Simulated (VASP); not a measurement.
Output of a VASP run:

**OSZICAR**
```
...
       N       E                     dE             d eps       ncg     rms          rms(c)
DAV:   1    -0.415034947241E+03    0.93973E-05   -0.64979E-02   824   0.658E-01    0.471E-02
RMM:   2    -0.415035050174E+03   -0.10293E-03   -0.11819E-03   720   0.757E-02    0.201E-02
RMM:   3    -0.415035065799E+03   -0.15625E-04   -0.21288E-04   754   0.292E-02    0.155E-02
RMM:   4    -0.415035062229E+03    0.35692E-05   -0.25534E-05   469   0.117E-02
  15 F= -.41503506E+03 E0= -.41503506E+03  d E =-.520256E-02  mag=     2.0000
       N       E                     dE             d eps       ncg     rms          rms(c)
DAV:   1    -0.415035409494E+03   -0.34370E-03   -0.10447E+00   728   0.264E+00    0.194E-01
RMM:   2    -0.415036924355E+03   -0.15149E-02   -0.18668E-02   720   0.301E-01    0.804E-02
RMM:   3    -0.415037120098E+03   -0.19574E-03   -0.31963E-03   785   0.115E-01    0.598E-02
RMM:   4    -0.415037056384E+03    0.63714E-04   -0.42521E-04   733   0.468E-02    0.285E-02
RMM:   5    -0.415037057972E+03   -0.15878E-05   -0.13343E-04   745   0.249E-02    0.124E-02
RMM:   6    -0.415037058451E+03   -0.47911E-06   -0.27095E-05   480   0.108E-02
  16 F= -.41503706E+03 E0= -.41503706E+03  d E =-.199622E-02  mag=     2.0000
       N       E                     dE             d eps       ncg     rms          rms(c)
DAV:   1    -0.415037068477E+03   -0.10506E-04   -0.12728E-02   864   0.291E-01    0.214E-02
RMM:   2    -0.415037084465E+03   -0.15988E-04   -0.21505E-04   720   0.322E-02    0.830E-03
RMM:   3    -0.415037085982E+03   -0.15173E-05   -0.32319E-05   519   0.121E-02    0.582E-03
RMM:   4    -0.415037085284E+03    0.69826E-06   -0.49110E-06   427   0.504E-03
  17 F= -.41503709E+03 E0= -.41503709E+03  d E =-.202305E-02  mag=     2.0000
       N       E                     dE             d eps       ncg     rms          rms(c)
DAV:   1    -0.415037410635E+03   -0.32465E-03   -0.44296E-01   736   0.171E+00    0.121E-01
RMM:   2    -0.415038053627E+03   -0.64299E-03   -0.78394E-03   720   0.196E-01    0.523E-02
RMM:   3    -0.415038146314E+03   -0.92687E-04   -0.14030E-03   801   0.745E-02    0.394E-02
RMM:   4    -0.415038115653E+03    0.30661E-04   -0.17524E-04   726   0.305E-02    0.155E-02
RMM:   5    -0.415038116259E+03   -0.60565E-06   -0.48565E-05   578   0.155E-02
  18 F= -.41503812E+03 E0= -.41503812E+03  d E =-.103097E-02  mag=     2.0000
       N       E                     dE             d eps       ncg     rms          rms(c)
DAV:   1    -0.415038117636E+03   -0.19833E-05   -0.92426E-04   856   0.785E-02    0.644E-03
RMM:   2    -0.415038118574E+03   -0.93747E-06   -0.14495E-05   432   0.832E-03    0.298E-03
RMM:   3    -0.415038118612E+03   -0.37871E-07   -0.15521E-06   354   0.304E-03    0.176E-03
RMM:   4    -0.415038118535E+03    0.76623E-07   -0.22533E-07   167   0.149E-03
  19 F= -.41503812E+03 E0= -.41503812E+03  d E =-.103325E-02  mag=     2.0000
       N       E                     dE             d eps       ncg     rms          rms(c)
DAV:   1    -0.415038228287E+03   -0.10968E-03   -0.31433E-01   736   0.144E+00    0.100E-01
RMM:   2    -0.415038675020E+03   -0.44673E-03   -0.54518E-03   721   0.163E-01    0.426E-02
RMM:   3    -0.415038738785E+03   -0.63765E-04   -0.96532E-04   798   0.622E-02    0.324E-02
RMM:   4    -0.415038716957E+03    0.21828E-04   -0.12178E-04   725   0.256E-02    0.119E-02
RMM:   5    -0.415038717363E+03   -0.40556E-06   -0.32235E-05   485   0.127E-02
  20 F= -.41503872E+03 E0= -.41503872E+03  d E =-.598828E-03  mag=     2.0000
```

OUTCAR:
```
------------------------ aborting loop because EDIFF is reached ----------------------------------------
  FORCE on cell =-STRESS in cart. coord.  units (eV):
  Direction    XX          YY          ZZ          XY          YZ          ZX
  --------------------------------------------------------------------------------------
  Total       14.4111568      9.0022520     11.5871660     -4.9983619     -1.3106748      2.2791186
  in kB       26.6409610     16.6418731     21.4204343     -9.2401440     -2.4229586      4.2132571
  external PRESSURE =      21.5677561 kB  Pullay stress =       0.0000000 kB
  volume of cell :      866.68
      direct lattice vectors                 reciprocal lattice vectors
     4.868317893 -8.432173817  0.000000000     0.102704879 -0.059296690  0.000000000
     4.868317893  8.432173817  0.000000000     0.102704879  0.059296690  0.000000000
     0.000000000  0.000000000 10.556283981     0.000000000  0.000000000  0.094730305
  FREE ENERGIE OF THE ION-ELECTRON SYSTEM (eV)
  ---------------------------------------------------
  free  energy   TOTEN  =      -415.0387173628 eV

  energy  without entropy=     -415.0387173628  energy(sigma->0) =     -415.03871736

 total charge

# of ion       s       p       d       tot
------------------------------------------
    1        1.006   1.344   0.356   2.706
    2        1.004   1.348   0.359   2.711
    3        1.005   1.352   0.358   2.715
    4        1.024   1.136   0.249   2.409
    5        1.069   1.151   0.237   2.456
    6        1.004   1.347   0.358   2.708
    7        1.006   1.306   0.342   2.654
    8        1.025   1.137   0.249   2.410
    9        1.006   1.344   0.356   2.706
   10        1.005   1.345   0.356   2.705
   11        1.005   1.353   0.359   2.716
   12        1.001   1.292   0.330   2.623
   13        1.006   1.347   0.357   2.710
   14        1.004   1.334   0.351   2.689
   15        1.007   1.346   0.356   2.709
   16        1.002   1.298   0.337   2.637
   17        1.004   1.318   0.345   2.667
   18        1.008   1.363   0.364   2.736
   19        1.005   1.339   0.353   2.698
   20        1.004   1.318   0.345   2.667
   21        1.004   1.335   0.352   2.690
   22        1.005   1.339   0.353   2.697
   23        1.002   1.298   0.337   2.638
   24        1.006   1.351   0.360   2.717
   25        1.004   1.351   0.359   2.714
   26        1.005   1.354   0.359   2.718
   27        1.005   1.347   0.357   2.709
   28        1.006   1.352   0.360   2.717
   29        1.005   1.339   0.353   2.697
   30        1.005   1.354   0.359   2.719
   31        1.005   1.345   0.354   2.704
   32        1.007   1.346   0.357   2.710
   33        1.005   1.338   0.353   2.697
   34        1.005   1.350   0.358   2.713
   35        1.005   1.345   0.354   2.704
   36        1.254   2.397   0.000   3.651
   37        1.255   2.432   0.000   3.687
   38        1.249   2.443   0.000   3.692
   39        1.255   2.434   0.000   3.688
   40        1.255   2.432   0.000   3.687
   41        1.251   2.439   0.000   3.690
   42        1.255   2.434   0.000   3.689
   43        1.254   2.397   0.000   3.651
   44        1.250   2.439   0.000   3.689
   45        1.249   2.443   0.000   3.692
   46        1.249   2.444   0.000   3.693
   47        1.252   2.427   0.000   3.680
   48        1.252   2.435   0.000   3.687
...
```
(Selected blocks of OUTCAR.)

File POSCAR:
```
Ga35N35Si
1
    4.8683178927    -8.4321738171     0.0000000000
    4.8683178927     8.4321738171     0.0000000000
    0.0000000000     0.0000000000    10.5562839806
Ga N Si
35 35 1
Direct
  0.2222220000   0.1111110000   0.2500000000
  0.1111110000   0.2222220000   0.0000000000
  0.2222220000   0.1111110000   0.7500000000
  0.1054710000   0.2218020000   0.4987880000
  0.2254920000   0.4447890000   0.2519380000
  0.1111110000   0.5555560000   0.0000000000
  0.2222220000   0.4444440000   0.7500000000
  0.1071840000   0.5575580000   0.4995390000
  0.2222220000   0.7777780000   0.2500000000
  0.1111110000   0.8888890000   0.0000000000
  0.2222220000   0.7777780000   0.7500000000
  0.1111110000   0.8888890000   0.5000000000
  0.5555560000   0.1111110000   0.2500000000
  0.4444440000   0.2222220000   0.0000000000
  0.5555560000   0.1111110000   0.7500000000
  0.4444440000   0.2222220000   0.5000000000
  0.5555560000   0.4444440000   0.2500000000
  0.4444440000   0.5555560000   0.0000000000
  0.5555560000   0.4444440000   0.7500000000
  0.5555560000   0.7777780000   0.2500000000
  0.4444440000   0.8888890000   0.0000000000
  0.5555560000   0.7777780000   0.7500000000
  0.4444440000   0.8888890000   0.5000000000
  0.8888890000   0.1111110000   0.2500000000
  0.7777780000   0.2222220000   0.0000000000
  0.8888890000   0.1111110000   0.7500000000
  0.7777780000   0.2222220000   0.5000000000
  0.8888890000   0.4444440000   0.2500000000
  0.7777780000   0.5555560000   0.0000000000
  0.8888890000   0.4444440000   0.7500000000
  0.7777780000   0.5555560000   0.5000000000
  0.8888890000   0.7777780000   0.2500000000
  0.7777780000   0.8888890000   0.0000000000
  0.8888890000   0.7777780000   0.7500000000
  0.7777780000   0.8888890000   0.5000000000
  0.2234560000   0.1101520000   0.4388780000
  0.1063490000   0.2211590000   0.1869800000
  0.2222220000   0.1111110000   0.9385000000
  0.1082430000   0.2169420000   0.6882580000
  0.1176740000   0.5570920000   0.1908750000
  0.2222220000   0.4444440000   0.9385000000
  0.1123260000   0.5513610000   0.6867270000
  0.2214350000   0.7725550000   0.4356930000
  0.1111110000   0.8888890000   0.1885000000
  0.2222220000   0.7777780000   0.9385000000
  0.1111110000   0.8888890000   0.6885000000
  0.5555560000   0.1111110000   0.4385000000
  0.4444440000   0.2222220000   0.1885000000
  0.5555560000   0.1111110000   0.9385000000
  0.4444440000   0.2222220000   0.6885000000
  0.5620390000   0.4477540000   0.4374670000
  0.4381320000   0.5531470000   0.1864720000
  0.5555560000   0.4444440000   0.9385000000
  0.4460470000   0.5589760000   0.6862610000
  0.5564260000   0.7750830000   0.4370250000
  0.4444440000   0.8888890000   0.1885000000
  0.5555560000   0.7777780000   0.9385000000
  0.4444440000   0.8888890000   0.6885000000
  0.8888890000   0.1111110000   0.4385000000
  0.7777780000   0.2222220000   0.1885000000
  0.8888890000   0.1111110000   0.9385000000
  0.7777780000   0.2222220000   0.6885000000
  0.8888890000   0.4444440000   0.4385000000
  0.7777780000   0.5555560000   0.1885000000
  0.8888890000   0.4444440000   0.9385000000
  0.7777780000   0.5555560000   0.6885000000
  0.8888890000   0.7777780000   0.4385000000
  0.7777780000   0.8888890000   0.1885000000
  0.8888890000   0.7777780000   0.9385000000
  0.7777780000   0.8888890000   0.6885000000
  0.4377930000   0.5519060000   0.5034090000
```

### Question
Write an INCAR and KPOINTS that could have produced this output.

### Answer
One answer among several that fit: the input of the run itself, PBE GGA, plane waves, VASP's PBE PAW potentials (set 64).

**INCAR**
```
SYSTEM=Ga35N35Si
PREC=Normal; ENCUT=400; LREAL=Auto
LASPH=.TRUE.; ISYM=0; NELECT=286.0
EDIFF=1E-5; NELM=100; NELMIN=4
ALGO=Fast; LMAXMIX=4
ISMEAR=0; SIGMA=0.05
GGA=PE
ISPIN=2; MAGMOM=71*0.0282; NUPDOWN=2
IBRION=2; NSW=70; ISIF=2
EDIFFG=-0.03
LWAVE=.TRUE.; LCHARG=.FALSE.; LORBIT=10
```

KPOINTS:
```
Automatic mesh
0
Gamma
1 1 1
0 0 0
```

POTCAR, in this order: Ga N Si (PBE.64 set). Program: vasp_gam.

At this cut-off the stress carries a Pulay error, which pulls relaxed volumes low. The cell is charged, with a uniform compensating background. The supercell is sampled at Γ alone, which is coarse: total energies, pressure and levels can be off, energies of defects by several tenths of an eV.

The cell is a supercell with a defect, built from GaN (wurtzite): Si_Ga-vac_N, charge -2.
